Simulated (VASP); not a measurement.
Input:

```
CELL_PARAMETERS angstrom
      1.94820    -3.37438     0.00000
      1.94820     3.37438     0.00000
      0.00000     0.00000     6.38520
ATOMIC_POSITIONS crystal
  Zn 0.66667 0.33333 0.50000
  Zn 0.33333 0.66667 0.00000
  S  0.66667 0.33333 0.87500
  S  0.33333 0.66667 0.37500
```

All values below come from PBE GGA, VASP's PBE PAW potentials (set 64) (plane waves; VASP 6.6.1). Numerical set-up: 400 eV cut-off, 7×7×4 Γ-centred mesh, Gaussian smearing of 0.050 eV, potentials Zn S.

Give the stress tensor in GPa (positive for a compressed cell).

```
-2.55   0.00   0.00
 0.00  -2.55   0.00
 0.00   0.00  -2.58
```
The pressure is its mean diagonal, -2.56 GPa.

The compound is ZnS in the wurtzite structure, the high-temperature form. The cell was not relaxed at this level. The run is one of a series of settings (KPOINTS 7×7×4 Γ-centred mesh against the base run), some of them coarse on purpose.
